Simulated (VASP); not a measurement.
Level of theory: vdW-DF-cx, VASP's PBE PAW potentials (set 64) (plane waves; VASP 6.6.1).

VASP input:

**KPOINTS**
```
Automatic mesh
0
Gamma
4 4 4
0 0 0
```

### INCAR
```
GGA  =  CX
LREAL  =  .False.
NELM  =  100   ! most electronic steps
AGGAC  =  0.0
SYSTEM  =  CsSnI3
ISMEAR  =  0   ! Gaussian
LMAXMIX  =  4
ISIF  =  2   ! forces and stress, cell fixed
LUSE_VDW  =  .True.
LCHARG  =  .False.
ALGO  =  Normal   ! blocked Davidson
EDIFF  =  1E-7   ! SCF stop (eV)
LASPH  =  .True.   ! aspherical one-centre terms
PREC  =  Accurate
ENCUT  =  520
SIGMA  =  0.05   ! width (eV)
LWAVE  =  .False.
```

### POSCAR
```
CsSnI3
1
    6.1139131836     0.0000000000     0.0000000000
    0.0000000000     6.1139131836     0.0000000000
    0.0000000000     0.0000000000     6.1139131836
Cs Sn I
1 1 3
Direct
  0.0000000000   0.0000000000   0.0000000000
  0.5000000000   0.5000000000   0.5000000000
  0.5000000000   0.0000000000   0.5000000000
  0.0000000000   0.5000000000   0.5000000000
  0.5000000000   0.5000000000   0.0000000000
```

POTCAR, in this order: Cs_sv Sn_d I (PBE.64 set). Program: vasp_std.

Unless said otherwise, spin-orbit coupling is left out, though it shifts the bands of the heavy elements here.

**Question.** What does the run give for the energy per atom (σ→0), band gap (on the k-mesh)?

**Answer.** 
The energy per atom (σ→0) is -0.455 eV/atom and the band gap (on the k-mesh) is 0.11 eV.

File OSZICAR:
```
...
DAV:  10    -0.227649781499E+01   -0.73180E-03   -0.14277E-03   584   0.237E-01    0.485E-02
DAV:  11    -0.227664144652E+01   -0.14363E-03   -0.49956E-04   590   0.161E-01    0.190E-02
DAV:  12    -0.227664874449E+01   -0.72980E-05   -0.32924E-05   622   0.341E-02    0.162E-02
DAV:  13    -0.227664943906E+01   -0.69457E-06   -0.34817E-06   618   0.113E-02    0.466E-03
DAV:  14    -0.227664903997E+01    0.39909E-06   -0.13078E-06   666   0.919E-03    0.149E-03
DAV:  15    -0.227664917943E+01   -0.13946E-06   -0.29974E-07   510   0.413E-03    0.153E-03
DAV:  16    -0.227664922320E+01   -0.43771E-07   -0.22874E-08   358   0.130E-03
   1 F= -.22766492E+01 E0= -.22764489E+01  d E =-.400588E-03
```

The compound is CsSnI3 in the cubic perovskite structure, the ideal cubic form; the compound distorts at low or room temperature. This cell is one point of a volume scan, at 0.97 of the reference volume.
